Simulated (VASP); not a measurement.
These are PBEsol GGA, VASP's PBE PAW potentials (set 64) (plane waves; VASP) values and carry that method's errors.

VASP input:

### KPOINTS
```
k-points along high-symmetry lines
15
Line-mode
Reciprocal
  0.000000   0.000000   0.000000 ! GAMMA
  0.000000   0.500000   0.000000 ! X

  0.000000   0.500000   0.000000 ! X
  0.500000   0.500000   0.000000 ! M

  0.500000   0.500000   0.000000 ! M
  0.000000   0.000000   0.000000 ! GAMMA

  0.000000   0.000000   0.000000 ! GAMMA
  0.500000   0.500000   0.500000 ! R

  0.500000   0.500000   0.500000 ! R
  0.000000   0.500000   0.000000 ! X

  0.500000   0.500000   0.500000 ! R
  0.500000   0.500000   0.000000 ! M
```

POSCAR:
```
HfN
2.7812120
  0.9999998338   0.0000000000   0.0000000000
  0.0000000000   0.9999998338   0.0000000000
  0.0000000000   0.0000000000   0.9999998338
Hf N
1 1
Cartesian
  0.0000000000   0.0000000000   0.0000000000
  0.4999999169   0.4999999169   0.4999999169
```

**INCAR**
```
ALGO = Normal
EDIFF = 1E-7
ENCUT = 520
GGA = PS
ICHARG = 11
ISMEAR = 0
LASPH = .True.
LCHARG = .False.
LMAXMIX = 6
LORBIT = 11
LREAL = .False.
LWAVE = .False.
NELM = 100
PREC = Accurate
SIGMA = 0.05
SYSTEM = HfN
```

POTCAR, in this order: Hf_pv N (PBE.64 set). Program: vasp_std. Read from the step before: CHGCAR.

Output of the run:

File OSZICAR:
```
       N       E                     dE             d eps       ncg     rms          rms(c)
DAV:   1     0.335351836316E+02    0.33535E+02   -0.83638E+03  1980   0.129E+03
DAV:   2    -0.201602140415E+02   -0.53695E+02   -0.49667E+02  2621   0.246E+02
DAV:   3    -0.219460121286E+02   -0.17858E+01   -0.17203E+01  2449   0.366E+01
DAV:   4    -0.219677953756E+02   -0.21783E-01   -0.21720E-01  2447   0.382E+00
DAV:   5    -0.219682665437E+02   -0.47117E-03   -0.47108E-03  2466   0.403E-01
DAV:   6    -0.219682826991E+02   -0.16155E-04   -0.16155E-04  2560   0.590E-02
DAV:   7    -0.219682833755E+02   -0.67642E-06   -0.67661E-06  2457   0.934E-03
DAV:   8    -0.219682834091E+02   -0.33657E-07   -0.33337E-07  2048   0.175E-03
   1 F= -.21968283E+02 E0= -.21967602E+02  d E =-.136187E-02
```

### OUTCAR
```
 val. band max:        6.9795178220   @ k =   0.0000   0.1071   0.0000

 cond. band min:       7.0304854307   @ k =   0.1071   0.5000   0.1071



 k-point     1 :       0.0000    0.0000    0.0000
  band No.  band energies     occupation
      1     -22.2475      2.00000
      2     -22.2475      2.00000
      3     -22.2475      2.00000
      4      -8.7047      2.00000
      5       5.0794      2.00000
      6       5.0794      2.00000
      7       6.6122      2.00000
      8       6.6122      2.00000
      9       6.6122      2.00000
     10      11.6300      0.00000
     11      14.3638      0.00000

 k-point     2 :       0.0000    0.0357    0.0000
  band No.  band energies     occupation
      1     -22.2697      2.00000
      2     -22.2456      2.00000
      3     -22.2456      2.00000
      4      -8.6767      2.00000
      5       5.0230      2.00000
      6       5.0930      2.00000
      7       6.5892      2.00000
      8       6.5892      2.00000
      9       6.6326      2.00000
     10      11.7230      0.00000
     11      14.3701      0.00000

 k-point     3 :       0.0000    0.0714    0.0000
  band No.  band energies     occupation
      1     -22.3346      2.00000
      2     -22.2400      2.00000
      3     -22.2400      2.00000
      4      -8.5939      2.00000
      5       4.8322      2.00000
      6       5.1334      2.00000
      7       6.5216      2.00000
      8       6.5216      2.00000
      9       6.7347      2.00000
     10      11.9816      0.00000
     11      14.3871      0.00000

 k-point     4 :       0.0000    0.1071    0.0000
  band No.  band energies     occupation
      1     -22.4376      2.00000
      2     -22.2309      2.00000
      3     -22.2309      2.00000
      4      -8.4597      2.00000
      5       4.4896      2.00000
      6       5.1994      2.00000
      7       6.4136      2.00000
      8       6.4136      2.00000
      9       6.9795      1.45626
     10      12.3598      0.00000
...
```

The density is held fixed in this step, so its total energy and stress have no physical meaning. Unless said otherwise, spin-orbit coupling is left out, though it shifts the bands of the heavy elements here.

The structure was generated: HfN was put into the CsCl type (Pm-3m), which need not be its known phase. It was relaxed first, which changed the volume by -28 %. The electron count is odd and the run is not spin-polarised, which forces a metal.
